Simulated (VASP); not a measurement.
```
CELL_PARAMETERS angstrom
     -2.29000     2.29000     2.29000
      2.29000    -2.29000     2.29000
      2.29000     2.29000    -2.29000
ATOMIC_POSITIONS crystal
  Eu 0.00000 0.00000 0.00000
```

The base run (VASP): PBE GGA, plane waves, VASP's PBE PAW potentials (set 64). Run with 400 eV cut-off, 10×10×10 Γ-centred mesh, first-order Methfessel-Paxton smearing of 0.10 eV, potentials Eu_2.

The 4f electrons are frozen in the core of the lanthanide potential, so 4f levels, which can set the real gap, and their magnetism are missing.

One setting is varied; ΔE counts from the most expensive setting. The base run took about 8 core-seconds. Costs are core time on shared hosts, one run each; read them as rough ratios.

The pressure holds a Pulay error that falls with the cut-off, as the column shows.

| setting | cost over the base run | electronic steps | ΔE (meV/atom) | pressure (GPa) |
|---|---|---|---|---|
| ENCUT = 150 | (withheld) | 10 | (withheld) | (withheld) |
| ENCUT = 300 | within a factor of 2 | 10 | 0.2 | -0.93 |
| base run | reference | 10 | 0.0 | -0.93 |
| ENCUT = 500 | within a factor of 2 | 10 | -0.1 | -0.93 |
| ENCUT = 600 | within a factor of 2 | 10 | 0.0 | -0.93 |
| ENCUT = 750 | within a factor of 2 | 10 | 0.0 | -0.93 |
| ENCUT = 650 | within a factor of 2 | 10 | 0.0 | -0.93 |
| ENCUT = 800 | about 3 times | 10 | 0.0 | -0.93 |

Problem. What belongs in the gaps?

Solution. 
- ENCUT = 150, cost over the base run: about 1/3
- ENCUT = 150, ΔE (meV/atom): 6.9
- ENCUT = 150, pressure (GPa): -1.12

Left out are runs that failed, have no time on record or changed the cell.

The compound is Eu in the bcc structure. The cell was not relaxed at this level.
